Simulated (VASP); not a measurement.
The system is Ba4Si.

```
Ba Si
1.0
    -3.96351    3.96351    3.96351
     3.96351   -3.96351    3.96351
     3.96351    3.96351   -3.96351
Ba Si
4 1
Direct
  0.50000 0.50000 0.50000
  0.50000 0.00000 0.00000
  0.00000 0.00000 0.50000
  0.00000 0.50000 0.00000
  0.00000 0.00000 0.00000
```

The cell was built by a generator and needn't be a form met in nature.

```yaml
Program: VASP 6.6.1
Task: relaxation of cell and atoms
Functional: PBE
Dispersion: D4
Potentials_or_basis: VASP PAW PBE potentials, release 64 (Ba_sv, Si)
Cutoff: 600 eV
k_mesh: 4 × 4 × 4
Occupations: fermi-dirac, width 0.05 eV
Spin: no spin polarisation
```

At the start: pressure -0.4 GPa; volume 49.81 Å³/atom.

Q: How do energy, volume and symmetry change on relaxing?

A: Over 3 steps the energy falls by 2.0 meV/atom and the volume is 48.41 Å³/atom (-2.8 %); space group Im-3m (No. 229, to 0.05 Å).

The path:
| step | energy change (eV) | largest force (eV/Å) | pressure (GPa) | volume (Å³) |
| --- | --- | --- | --- | --- |
| 1 | 0.0000 | 0.0000 | -0.45 | 249.06 |
| 2 | -0.0093 | 0.0000 | -0.14 | 244.06 |
| 3 | -0.0102 | 0.0000 | -0.01 | 242.06 |

Final structure:
```xyz
5
Lattice="-3.9260 3.9260 3.9260 3.9260 -3.9260 3.9260 3.9260 3.9260 -3.9260" Properties=species:S:1:pos:R:3 pbc="T T T"
Ba    1.9630    1.9630    1.9630
Ba   -1.9630    1.9630    1.9630
Ba    1.9630    1.9630   -1.9630
Ba    1.9630   -1.9630    1.9630
Si    0.0000    0.0000    0.0000
```

Caveat: pairwise dispersion overbinds metals, which lowers pressure and volume.
